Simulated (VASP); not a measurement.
Output of a VASP run:

File OSZICAR:
```
...
DAV:  10    -0.105460923497E+03   -0.12727E+00   -0.18336E-01  5549   0.230E+00    0.284E-01
DAV:  11    -0.105465946816E+03   -0.50233E-02   -0.36056E-02  5274   0.908E-01    0.225E-01
DAV:  12    -0.105475713552E+03   -0.97667E-02   -0.10361E-02  5253   0.601E-01    0.119E-01
DAV:  13    -0.105475837980E+03   -0.12443E-03   -0.11998E-03  6411   0.326E-01    0.177E-02
DAV:  14    -0.105475909467E+03   -0.71487E-04   -0.44711E-04  5263   0.143E-01    0.195E-02
DAV:  15    -0.105476039205E+03   -0.12974E-03   -0.13248E-04  5292   0.101E-01    0.119E-02
DAV:  16    -0.105476046078E+03   -0.68729E-05   -0.13164E-05  5227   0.307E-02    0.151E-03
DAV:  17    -0.105476048693E+03   -0.26144E-05   -0.19277E-06  3656   0.810E-03    0.103E-03
DAV:  18    -0.105476048087E+03    0.60559E-06   -0.27009E-07  2646   0.380E-03
   1 F= -.10547605E+03 E0= -.10547651E+03  d E =-.105476E+03
       N       E                     dE             d eps       ncg     rms          rms(c)
DAV:   1    -0.105482879874E+03   -0.68312E-02   -0.25227E-01  7022   0.379E+00    0.648E-01
DAV:   2    -0.105483458555E+03   -0.57868E-03   -0.46020E-02  5754   0.261E+00    0.633E-01
DAV:   3    -0.105477584773E+03    0.58738E-02   -0.19657E-02  5555   0.173E+00    0.212E-01
DAV:   4    -0.105476849037E+03    0.73574E-03   -0.17304E-03  6878   0.425E-01    0.437E-02
DAV:   5    -0.105476853194E+03   -0.41580E-05   -0.37023E-04  5898   0.196E-01    0.226E-02
DAV:   6    -0.105476835787E+03    0.17408E-04   -0.58283E-05  5247   0.644E-02    0.941E-03
DAV:   7    -0.105476843262E+03   -0.74751E-05   -0.20690E-05  5179   0.266E-02    0.450E-03
DAV:   8    -0.105476843336E+03   -0.73747E-07   -0.49268E-06  4480   0.163E-02
   2 F= -.10547684E+03 E0= -.10547728E+03  d E =-.795249E-03
       N       E                     dE             d eps       ncg     rms          rms(c)
DAV:   1    -0.105476994254E+03   -0.15099E-03   -0.52705E-03  6998   0.553E-01    0.933E-02
DAV:   2    -0.105477014191E+03   -0.19937E-04   -0.95838E-04  5763   0.379E-01    0.912E-02
DAV:   3    -0.105476889489E+03    0.12470E-03   -0.40783E-04  5515   0.250E-01    0.305E-02
DAV:   4    -0.105476877086E+03    0.12403E-04   -0.35726E-05  6910   0.614E-02    0.622E-03
DAV:   5    -0.105476875999E+03    0.10871E-05   -0.77538E-06  5385   0.283E-02    0.328E-03
DAV:   6    -0.105476874207E+03    0.17915E-05   -0.11623E-06  2736   0.971E-03    0.148E-03
DAV:   7    -0.105476873612E+03    0.59552E-06   -0.34365E-07  2627   0.383E-03
   3 F= -.10547687E+03 E0= -.10547730E+03  d E =-.825525E-03
       N       E                     dE             d eps       ncg     rms          rms(c)
DAV:   1    -0.105482474560E+03   -0.56004E-02   -0.19087E-01  6794   0.356E+00    0.604E-01
DAV:   2    -0.105483207887E+03   -0.73333E-03   -0.41876E-02  5832   0.244E+00    0.600E-01
DAV:   3    -0.105477795279E+03    0.54126E-02   -0.17499E-02  5511   0.163E+00    0.185E-01
DAV:   4    -0.105477194198E+03    0.60108E-03   -0.14778E-03  6758   0.371E-01    0.399E-02
DAV:   5    -0.105477207582E+03   -0.13385E-04   -0.25643E-04  5792   0.171E-01    0.217E-02
DAV:   6    -0.105477205915E+03    0.16675E-05   -0.38438E-05  5508   0.526E-02    0.994E-03
DAV:   7    -0.105477221829E+03   -0.15915E-04   -0.20178E-05  5059   0.270E-02    0.382E-03
DAV:   8    -0.105477227862E+03   -0.60329E-05   -0.35907E-06  4316   0.123E-02    0.168E-03
DAV:   9    -0.105477228766E+03   -0.90313E-06   -0.49548E-07  2686   0.601E-03
   4 F= -.10547723E+03 E0= -.10547765E+03  d E =-.355154E-03
```

**OUTCAR**
```
------------------------ aborting loop because EDIFF is reached ----------------------------------------
  FORCE on cell =-STRESS in cart. coord.  units (eV):
  Direction    XX          YY          ZZ          XY          YZ          ZX
  --------------------------------------------------------------------------------------
  Total       -0.0914668      0.0560863     -0.0607811      0.0000000      0.0000000      0.0000000
  in kB       -1.3836397      0.8484310     -0.9194501      0.0000000      0.0000000      0.0000000
  external PRESSURE =      -0.4848863 kB  Pullay stress =       0.0000000 kB
  volume of cell :      105.91
      direct lattice vectors                 reciprocal lattice vectors
     5.251572412  0.000000000  0.000000000     0.190419159  0.000000000  0.000000000
    -0.000000000  3.479456421  0.000000000    -0.000000000  0.287401214  0.000000000
     0.000000000  0.000000000  5.796289750     0.000000000  0.000000000  0.172524157
 POSITION                                       TOTAL-FORCE (eV/Angst)
 -----------------------------------------------------------------------------------
      2.65589      0.86986      4.01891        -0.004484     -0.000000      0.000428
      0.03010      0.86986      4.67552        -0.004484     -0.000000     -0.000428
      2.59568      2.60959      1.77738         0.004484      0.000000     -0.000428
      5.22147      2.60959      1.12077         0.004484      0.000000      0.000428
      3.62758      0.86986      0.50667         0.016894      0.000000      0.006560
      1.00179      0.86986      2.39148         0.016894      0.000000     -0.006560
      1.62400      2.60959      5.28962        -0.016894     -0.000000     -0.006560
      4.24978      2.60959      3.40481        -0.016894     -0.000000      0.006560
 -----------------------------------------------------------------------------------
    total drift:                               -0.000000      0.000000      0.000000
  FREE ENERGIE OF THE ION-ELECTRON SYSTEM (eV)
  ---------------------------------------------------
  free  energy   TOTEN  =      -105.4772287656 eV

  energy  without entropy=     -105.4784928864  energy(sigma->0) =     -105.47765014

 reached required accuracy - stopping structural energy minimisation
```
(Selected blocks of OUTCAR.)

### POSCAR
```
NiGe
1
    5.2421778246     0.0000000000     0.0000000000
    0.0000000000     3.4816495760     0.0000000000
    0.0000000000     0.0000000000     5.8049000150
Ni Ge
4 4
Direct
  0.5055344678   0.2500000000   0.6930166110
  0.0055344678   0.2500000000   0.8069833890
  0.4944655322   0.7500000000   0.3069833890
  0.9944655322   0.7500000000   0.1930166110
  0.6901641812   0.2500000000   0.0866062198
  0.1901641812   0.2500000000   0.4133937802
  0.3098358188   0.7500000000   0.9133937802
  0.8098358188   0.7500000000   0.5866062198
```

**Question.** Reconstruct the remaining input files.

**Answer.** One answer among several that fit: the input of the run itself, r2SCAN meta-GGA, plane waves, VASP's PBE PAW potentials (set 64).

### KPOINTS
```
Automatic mesh
0
G
  5 8 5
```

**INCAR**
```
# general
SYSTEM =NiGe
PREC   =Accurate
ENCUT  =400
LREAL  =.False.
LASPH  =.True.

# electronic loop
EDIFF  =1E-6
NELM   =100
ALGO   =Normal
LMAXMIX=4
LMIXTAU=.True.

# smearing
ISMEAR =1
SIGMA  =0.1

# functional
METAGGA=R2SCAN

# ions
IBRION =2
NSW    =60
ISIF   =3
EDIFFG =-0.02

# output
LWAVE  =.False.
LCHARG =.False.
```

POTCAR, in this order: Ni Ge_d (PBE.64 set). Program: vasp_std.

The structure was generated: NiGe was put into the MnP type (Pnma), which need not be its known phase. This run relaxes it. Symmetry was kept, so distortions that lower it aren't found. The start is the result of an earlier pass. The run is not spin-polarised, so no magnetic state was tried.
